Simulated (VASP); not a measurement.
# Na2TlGaF6 (I4/m) in VASP: single point with PBEsol

Aim: the single point of Na2TlGaF6 with PBEsol.

All numbers are computed with VASP 6.6.1; they aren't measurements. Logs are shortened: lines on timing, memory, paths and dates and some standing lists are left out, and cuts for length are marked.

## (1) The cell of the first run

The structure is tetragonal, space group I4/m (No. 87). The conventional cell has a = 5.998 Å, b = 5.998 Å, c = 8.730 Å, α = 90.00°, β = 90.00°, γ = 90.00°. Around Na (site symmetry -4) lie 4 F at 2.55 Å. Around Tl (site symmetry 4/m) lie 6 F at 2.48 to 2.70 Å. Around Ga (site symmetry 4/m) lie 6 F at 1.89 to 1.91 Å. Around F (site symmetry m) lie 1 Ga at 1.91 Å. F (site symmetry 4) has 1 Ga at 1.89 Å as nearest neighbours.

The cell comes from a database or a generator and needn't be the stable form of this composition.

## (2) Single point, PBEsol (mode 1 (-127.5 1/cm) frozen in at 0.15 Å; cell and atoms relaxed)

File INCAR:

```
SYSTEM = Na2TlGaF6
  ALGO = Fast
  EDIFF = 1E-6
  ENCUT = 520
  GGA = PS
  ISIF = 2
  ISMEAR = 0
  LASPH = .TRUE.
  LCHARG = .FALSE.
  LREAL = .FALSE.
  LWAVE = .FALSE.
  NBANDS = 52
  NELM = 100
  PREC = Accurate
  SIGMA = 0.05
```

File KPOINTS:

```
k-points
0
G
  6 6 6
  0 0 0
```

File POSCAR:

```
Na2TlGaF6
1.0
    0.0000000000      4.3649020597      4.2412052426
    4.2412052426      0.0000000000      4.2412052426
    4.2412052426      4.3649020597      0.0000000000
Na Tl Ga F
2 1 1 6
Direct
    0.7500000000      0.7500000000      0.7500000000
    0.2500000000      0.2500000000      0.2500000000
    0.5000000000      0.5000000000      0.5000000000
    0.0000000000      0.0000000000      0.0000000000
    0.6967377836      0.0952822908      0.3032622164
    0.0952822908      0.3032622164      0.9047177092
    0.3032622164      0.9047177092      0.6967377836
    0.2162385070      0.7837614930      0.2162385070
    0.7837614930      0.2162385070      0.7837614930
    0.9047177092      0.6967377836      0.0952822908
```

Potentials or basis: VASP PAW PBE potentials, release 64 (Na_pv, Tl_d, Ga_d, F).

Command:

```console
$ cat potpaw_PBE.64/Na_pv/POTCAR potpaw_PBE.64/Tl_d/POTCAR potpaw_PBE.64/Ga_d/POTCAR potpaw_PBE.64/F/POTCAR > POTCAR
$ mpirun -np 1 vasp_std > vasp.out
```

OUTCAR:

```text
SYSTEM = Na2TlGaF6
   EDIFF = 1E-6
   ENCUT = 520
   GGA = PS
   ISIF = 2
   ISMEAR = 0
   LASPH = .TRUE.
   LREAL = .FALSE.
   NELM = 100
   PREC = Accurate

 ion  position               nearest neighbor table
   1  0.750  0.750  0.750-
   2  0.250  0.250  0.250-
   3  0.500  0.500  0.500-   8 2.48   9 2.48   7 2.70   5 2.70   6 2.70  10 2.70
   4  0.000  0.000  0.000-   8 1.89   9 1.89   7 1.91   5 1.91   6 1.91  10 1.91
   5  0.697  0.095  0.303-   4 1.91   3 2.70
   6  0.095  0.303  0.905-   4 1.91   3 2.70
   7  0.303  0.905  0.697-   4 1.91   3 2.70
   8  0.216  0.784  0.216-   4 1.89   3 2.48
   9  0.784  0.216  0.784-   4 1.89   3 2.48
  10  0.905  0.697  0.095-   4 1.91   3 2.70

  LATTYP: Found a body centered tetragonal cell.
 ALAT       =     5.9979699749
 C/A-ratio  =     1.4554597899

  Lattice vectors:

 A1 = (   0.0000000000,  -4.3649020597,   4.2412052426)
 A2 = (   0.0000000000,  -4.3649020597,  -4.2412052426)
 A3 = (   4.2412052426,   4.3649020597,   0.0000000000)

Analysis of symmetry for initial positions (statically):
=====================================================================
 Subroutine PRICEL returns:
 Original cell was already a primitive cell.

 Routine SETGRP: Setting up the symmetry group for a
 body centered tetragonal supercell.

 Subroutine GETGRP returns: Found  8 space group operations
 (whereof  8 operations were pure point group operations)
 out of a pool of 16 trial point group operations.

The static configuration has the point symmetry C_4h.

Analysis of symmetry for dynamics (positions and initial velocities):
=====================================================================
 Subroutine PRICEL returns:
 Original cell was already a primitive cell.

 Routine SETGRP: Setting up the symmetry group for a
 body centered tetragonal supercell.

 Subroutine GETGRP returns: Found  8 space group operations
 (whereof  8 operations were pure point group operations)
 out of a pool of 16 trial point group operations.

The dynamic configuration has the point symmetry C_4h.

 Subroutine INISYM returns: Found  8 space group operations
 (whereof  8 operations are pure point group operations),
 and found     1 'primitive' translations

----------------------------------------------------------------------------------------

                                     Primitive cell

  volume of cell :     157.0302

  direct lattice vectors                    reciprocal lattice vectors
     0.000000000  4.364902060  4.241205243    -0.117891017  0.114550107  0.117891017
     4.241205243  0.000000000  4.241205243     0.117891017 -0.114550107  0.117891017
     4.241205243  4.364902060  0.000000000     0.117891017  0.114550107 -0.117891017

  length of vectors
     6.086065387  5.997969975  6.086065387     0.202282750  0.202282750  0.202282750

  position of ions in fractional coordinates (direct lattice)
     0.750000000  0.750000000  0.750000000
     0.250000000  0.250000000  0.250000000
     0.500000000  0.500000000  0.500000000
     0.000000000  0.000000000  0.000000000
     0.696737784  0.095282291  0.303262216
     0.095282291  0.303262216  0.904717709
     0.303262216  0.904717709  0.696737784
     0.216238507  0.783761493  0.216238507
     0.783761493  0.216238507  0.783761493
     0.904717709  0.696737784  0.095282291

  ion indices of the primitive-cell ions
   primitive index   ion index
                 1           1
                 2           2
                 3           3
                 4           4
                 5           5
                 6           6
                 7           7
                 8           8
                 9           9
                10          10

----------------------------------------------------------------------------------------

 KPOINTS: k-points

Automatic generation of k-mesh.
 Grid dimensions read from file:
 generate k-points for:    6    6    6

 Generating k-lattice:

  Cartesian coordinates                     Fractional coordinates (reciprocal lattice)
    -0.019648503  0.019091685  0.019648503     0.166666667  0.000000000  0.000000000
     0.019648503 -0.019091685  0.019648503     0.000000000  0.166666667  0.000000000
     0.019648503  0.019091685 -0.019648503     0.000000000  0.000000000  0.166666667

  Length of vectors
     0.033713792  0.033713792  0.033713792

  Shift w.r.t. Gamma in fractional coordinates (k-lattice)
     0.000000000  0.000000000  0.000000000

 Subroutine IBZKPT returns following result:
 ===========================================

 Found     36 irreducible k-points:

 Following reciprocal coordinates:
            Coordinates               Weight
  0.000000  0.000000  0.000000      1.000000
  0.166667  0.000000 -0.000000      8.000000
  0.333333  0.000000 -0.000000      8.000000
  0.500000  0.000000 -0.000000      4.000000
  0.166667  0.166667  0.000000      4.000000
  0.333333  0.166667 -0.000000      8.000000
[... 16 lines left out ...]
  0.500000  0.333333  0.166667      8.000000
 -0.333333  0.333333  0.166667      8.000000
 [... further k-points ...]
   k-points           NKPTS =     36   k-points in BZ     NKDIM =     36   number of bands    NBANDS=     52
   number of dos      NEDOS =    301   number of ions     NIONS =     10
   total plane-waves  NPLWV = 110592
   dimension x,y,z NGX =    48 NGY =   48 NGZ =   48
   dimension x,y,z NGXF=    96 NGYF=   96 NGZF=   96
   ions per type =               2   1   1   6
   NGX,Y,Z   is equivalent  to a cutoff of  13.11, 13.30, 13.11 a.u.
   NGXF,Y,Z  is equivalent  to a cutoff of  26.22, 26.61, 26.22 a.u.
 SYSTEM =  Na2TlGaF6
   PREC   = accura    normal or accurate (medium, high low for compatibility)
   ISTART =      0    job   : 0-new  1-cont  2-samecut
   ICHARG =      2    charge: 1-file 2-atom 10-const
   ISPIN  =      1    spin polarized calculation?
   LNONCOLLINEAR =      F non collinear calculations
   LSORBIT =      F    spin-orbit coupling
   LASPH  =      T    aspherical Exc in radial PAW
   ENCUT  =  520.0 eV  38.22 Ry    6.18 a.u.  11.32 11.15 11.32*2*pi/ulx,y,z
   NELM   =    100;   NELMIN=  2; NELMDL= -5     # of ELM steps
   EDIFF  = 0.1E-05   stopping-criterion for ELM
   LREAL  =      F    real-space projection
   EDIFFG = 0.1E-04   stopping-criterion for IOM
   NSW    =      0    number of steps for IOM
   IBRION =     -1    ionic relax: 0-MD 1-quasi-New 2-CG
   NFREE  =      0    steps in history (QN), initial steepest desc. (CG)
   ISIF   =      2    stress and relaxation
   ISYM   =      2    0-nonsym 1-usesym 2-fastsym
   POTIM  = 0.5000    time-step for ionic-motion
   TEBEG  =    0.0;   TEEND  =   0.0 temperature during run
   PSTRESS=    0.0 pullay stress
   NELECT =      82.0000    total number of electrons
   NUPDOWN=      -1.0000    fix difference up-down
   EMIN   =  10.00;   EMAX   =-10.00  energy-range for DOS
   EFERMI =   0.00;   METHOD = LEGACY
   ISMEAR =     0;   SIGMA  =   0.05  broadening in eV -4-tet -1-fermi 0-gaus
   EFERMI_NEDOS =   21; number of points for ismear=-14 and -15
   IALGO  =     68    algorithm
   IMIX   =      4    mixing-type and parameters
     AMIX     =   0.40;   BMIX     =  1.00
     AMIX_MAG =   1.60;   BMIX_MAG =  1.00
  volume/ion in A,a.u.               =      15.70       105.97
  Fermi-wavevector in a.u.,A,eV,Ry     =   1.318313  2.491250 23.646222  1.737948
  Thomas-Fermi vector in A             =   2.448291
   LORBIT       =      0    0 simple, 1 ext, 2 COOP (PROOUT), +10 PAW based schemes
   GGA     = PS    functional components
   LHFCALC =     F    Hartree Fock is set to
   AEXX    =    0.0000 exact exchange contribution
   IVDW    =     0    specifies the selected vdW correction
   LEPSILON=     F    determine dielectric tensor
   LRPA    =     F    only Hartree local field effects (RPA)
 non-spin polarized calculation
 RMM-DIIS sequential band-by-band and
 Gauss-broadening in eV      SIGMA  =   0.05
  energy-cutoff  :      520.00
  volume of cell :      157.03
 maximum number of plane-waves:      4249
 NGX is ok and might be reduce to    48
   NGX = 23   NGY = 23   NGZ = 23

 number of electron      81.9999998 magnetization

 Free energy of the ion-electron system (eV)
  ---------------------------------------------------
  ext. energy  EPLUGINS =         0.00000000
  ---------------------------------------------------
  free energy    TOTEN  =       -44.92018168 eV

  energy without entropy =      -44.92018168  energy(sigma->0) =      -44.92018168

 E-fermi :   0.4923     XC(G=0):  -8.9743

 val. band max:        0.2132169496   @ k =   0.5000   0.0000   0.5000
 cond. band min:       4.2927540206   @ k =   0.5000   0.0000  -0.0000
 fundamental gap:      4.0795370709
 Fermi energy:         0.4922751251

 k-point     1 :       0.0000    0.0000    0.0000
  band No.  band energies     occupation
      1     -21.8563      2.00000
      2     -21.7790      2.00000
      3     -21.7758      2.00000
      4     -21.7758      2.00000
      5     -21.7644      2.00000
      6     -21.7644      2.00000
[... 44 lines left out ...]
     51      11.4983      0.00000
     52      11.5804      0.00000

 k-point     2 :       0.1667    0.0000   -0.0000
  band No.  band energies     occupation
      1     -21.8742      2.00000
      2     -21.7771      2.00000
      3     -21.7749      2.00000
      4     -21.7666      2.00000
      5     -21.7647      2.00000
      6     -21.7578      2.00000
[... 44 lines left out ...]
     51      11.0523      0.00000
     52      11.7683      0.00000
[... 1153 lines left out ...]
     51      11.3208      0.00000
     52      11.5805      0.00000

 k-point    24 :      -0.3333    0.3333    0.1667
  band No.  band energies     occupation
      1     -21.9031      2.00000
      2     -21.7905      2.00000
      3     -21.7701      2.00000
      4     -21.7619      2.00000
      5     -21.7492      2.00000
      6     -21.7446      2.00000
[... 44 lines left out ...]
     51      11.7020      0.00000
     52      12.0416      0.00000

 [... further k-points ...]

------------------------ aborting loop because EDIFF is reached ----------------------------------------

  FORCE on cell =-STRESS in cart. coord.  units (eV):
  Direction    XX          YY          ZZ          XY          YZ          ZX
  --------------------------------------------------------------------------------------
  -------------------------------------------------------------------------------------
  Total       -0.0113877      0.0355133     -0.0113877      0.0000000      0.0000000     -0.0000015
  in kB       -0.1161883      0.3623419     -0.1161883      0.0000000      0.0000000     -0.0000151
  external PRESSURE =       0.0433218 kB  Pullay stress =       0.0000000 kB

 VOLUME and BASIS-vectors are now :
 -----------------------------------------------------------------------------
  energy-cutoff  :      520.00
  volume of cell :      157.03
      direct lattice vectors                 reciprocal lattice vectors
     0.000000000  4.364902060  4.241205243    -0.117891017  0.114550107  0.117891017
     4.241205243  0.000000000  4.241205243     0.117891017 -0.114550107  0.117891017
     4.241205243  4.364902060  0.000000000     0.117891017  0.114550107 -0.117891017

 POSITION                                       TOTAL-FORCE (eV/Angst)
 -----------------------------------------------------------------------------------
      6.36181      6.54735      6.36181        -0.000000      0.000000      0.000000
      2.12060      2.18245      2.12060         0.000000      0.000000      0.000000
      4.24121      4.36490      4.24121         0.000000      0.000000      0.000000
      0.00000      0.00000      0.00000         0.000000      0.000000      0.000000
      1.69031      4.36490      3.35912         0.068764      0.000000     -0.031682
      5.12329      4.36490      1.69031         0.031682      0.000000      0.068764
      6.79210      4.36490      5.12329        -0.068764      0.000000      0.031682
      4.24121      1.88772      4.24121         0.000000      0.078223      0.000000
      4.24121      6.84208      4.24121         0.000000     -0.078223      0.000000
      3.35912      4.36490      6.79210        -0.031682      0.000000     -0.068764
 -----------------------------------------------------------------------------------
    total drift:                               -0.000000     -0.000000     -0.000000

  FREE ENERGIE OF THE ION-ELECTRON SYSTEM (eV)
  ---------------------------------------------------
  free  energy   TOTEN  =       -44.9201816781 eV

  energy  without entropy=      -44.9201816781  energy(sigma->0) =      -44.92018168
```

Run time: 6 min. Hardware: 1 thread of Intel Xeon Platinum 8488C (Sapphire Rapids), shared host; peak memory 0.49 GiB.

Results:

```yaml
Free_energy: -44.9202 eV
Pressure: 0.0 GPa
Largest_force: 0.078 eV/Å
Band_gap_on_the_k_mesh: 4.08 eV, indirect (least direct gap 4.40 eV)
```

Forces on the atoms (eV/Å):
```
Na   0.000  0.000  0.000
Na   0.000  0.000  0.000
Tl   0.000  0.000  0.000
Ga   0.000  0.000  0.000
F    0.069  0.000 -0.032
F    0.032  0.000  0.069
F   -0.069  0.000  0.032
F    0.000  0.078  0.000
F    0.000 -0.078  0.000
F   -0.032  0.000 -0.069
```

Caveat: the PAW data sets were made with another functional, which shifts forces and pressure a little; spin-orbit coupling is left out, which as a rule narrows the gap of such compounds by several tenths of an eV. A k mesh can miss the band edges.
